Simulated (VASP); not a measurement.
ZnSe (zinc blende), at 0.96 of the tabulated volume:

```yaml
crystal:
  lattice:
    - [0.00000, 2.79668, 2.79668]
    - [2.79668, 0.00000, 2.79668]
    - [2.79668, 2.79668, 0.00000]
  atoms:
    - { symbol: Zn, position: [0.00000, 0.00000, 0.00000] }
    - { symbol: Se, position: [0.25000, 0.25000, 0.25000] }
```

The lowest empty band near Γ, direction [100], from mBJ (TB09) with spin-orbit coupling in VASP (PAW); its two spin partners are averaged. The gap over the points computed is 2.81 eV, and the next band on that side lies 3.62 eV away at the edge.

Run with 400 eV cut-off, 9×9×9 Γ-centred mesh, Gaussian smearing of 0.050 eV, potentials Zn Se.

| distance from the edge in k (1/Å) | distance in energy (meV) |
|---|---|
| 0.018 | 6.8 |
| 0.025 | 13.0 |
| 0.035 | 25.0 |
| 0.050 | 50.4 |
| 0.070 | 96.8 |

Q: Fit E(1 + αE) = ħ²k²/2m* (ħ²/2m0 = 3.810 eV Å²) and predict the row at 0.095 1/Å.

A: Least squares on the energies gives the electron mass m* = 0.184 m0 and α = 0.49 per eV, and so 172.2 meV. The run gave 173.3 meV, +1.1 meV from the fit.

Left out are points under 3 meV from the edge, since the levels carry 0.1 meV, and points farther than half the way to the next band.

The compound is ZnSe in the zinc blende structure. The cell was not relaxed at this level.
